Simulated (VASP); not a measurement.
An input for Ansatz (written as the equivalent of a VASP run, and not itself run):

Ansatz 0.2 input:
```yaml
crystal:
  lattice:
    - [-2.1429350, 2.1429350, 4.9899450]
    - [2.1429350, -2.1429350, 4.9899450]
    - [2.1429350, 2.1429350, -4.9899450]
  atoms:
    - { symbol: La, position: [0.9985600, 0.9985600, 0.0000000] }
    - { symbol: Si, position: [0.4192500, 0.4192500, 0.0000000] }
    - { symbol: Si, position: [0.2604200, 0.7604200, 0.5000000] }
    - { symbol: Si, position: [0.7604200, 0.2604200, 0.5000000] }
    - { symbol: Os, position: [0.6553500, 0.6553500, 0.0000000] }
kpoints:
  mp_grid: { grid: [8, 8, 8] }
hamiltonian:
  xc: lda
  pseudopotentials: { kind: paw }
scf:
  occupations: { method: gaussian, width: 0.1 }
  max_iter: 100
output: { forces: true, stress: true, eigenvalues: true }
```

**Question.** Write the VASP files for the same calculation (LDA).

**Answer.** Several could match; the one computed here: 
KPOINTS:
```
Regular mesh
0
G
  8 8 8
```

INCAR:
```
# general
SYSTEM  = LaSi3Os
PREC    = Accurate
ENCUT   = 300   # plane-wave cut-off (eV)
LREAL   = .FALSE.   # projection in real space or not
LASPH   = .TRUE.   # aspherical one-centre terms

# electronic loop
EDIFF   = 1E-6
NELM    = 100
ALGO    = Normal
LMAXMIX = 6

# smearing
ISMEAR  = 0
SIGMA   = 0.1

# ions
ISIF    = 2   # forces and stress, cell fixed

# output
LWAVE   = .FALSE.
LCHARG  = .FALSE.
```

**POSCAR**
```
LaSi3Os
5.8381410
 -0.3670577672   0.3670577672   0.8547147114
  0.3670577672  -0.3670577672   0.8547147114
  0.3670577672   0.3670577672  -0.8547147114
La Si Os
1 3 1
Cart
 -0.0000000000   0.0000000000   1.7069678445
  0.0000000000  -0.0000000000   0.7166782855
  0.3670577672   0.0000000000   0.4451696103
  0.0000000000   0.3670577672   0.4451696103
 -0.0000000000   0.0000000000   1.1202745722
```

POTCAR, in this order: La Si Os (LDA.64 set). Program: vasp_std.

What does not carry over: each code has its own PAW files, so the cut-off isn't converted (ENCUT is set for VASP's; basis.ecutwfc is left out, and Ansatz then takes the one that its files recommend); Ansatz stops its SCF on the density residual and VASP on the energy change (EDIFF); Ansatz's lda is the Perdew-Wang form, while the LDA potentials of VASP carry Perdew-Zunger's.

The structure comes from a computed database's LaSi3Os entry; how it stands against other phases isn't given here. The cell was not relaxed at this level.
